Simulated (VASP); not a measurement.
A convergence study with VASP on ZnS (wurtzite): one setting is varied, all else stays as given below, so the limit is that of these other settings.

```yaml
crystal:
  lattice:
    - [1.91000, -3.30822, 0.00000]
    - [1.91000, 3.30822, 0.00000]
    - [0.00000, 0.00000, 6.26000]
  atoms:
    - { symbol: Zn, position: [0.66667, 0.33333, 0.50000] }
    - { symbol: Zn, position: [0.33333, 0.66667, 0.00000] }
    - { symbol: S, position: [0.66667, 0.33333, 0.87500] }
    - { symbol: S, position: [0.33333, 0.66667, 0.37500] }
```

These are PBE GGA, VASP's PBE PAW potentials (set 64) (plane waves; VASP 6.6.1) values and carry that method's errors. The tightest run used: 600 eV cut-off, 6×6×3 Γ-centred mesh, Gaussian smearing of 0.010 eV, potentials Zn S.

### Question
The settings run are ENCUT = 200; ENCUT = 300; ENCUT = 400; ENCUT = 500; ENCUT = 600. From which on does the highest Γ mode stay within 1 cm⁻¹ of the tightest run?

### Answer
From ENCUT = 300 on: it is off by 0.5 there and by no more than 1 in any finer run, while ENCUT = 200 is off by 8.1.
```
setting      mean ε∞  highest Γ mode (cm⁻¹)  plane waves  difference judged (cm⁻¹)
-----------  -------  ---------------------  -----------  ------------------------
ENCUT = 200     6.03                  338.5          537                       8.1
ENCUT = 300     6.13                  329.9          945                       0.5
ENCUT = 400     6.12                  330.2         1460                       0.2
ENCUT = 500     6.12                  330.5         2023                       0.1
ENCUT = 600     6.12                  330.4         2671                       0.0
```

Left out are rungs that failed or repeat a setting and relaxations that didn't move; long series are thinned to 24 rows.

The compound is ZnS in the wurtzite structure, the high-temperature form. The cell was not relaxed at this level.
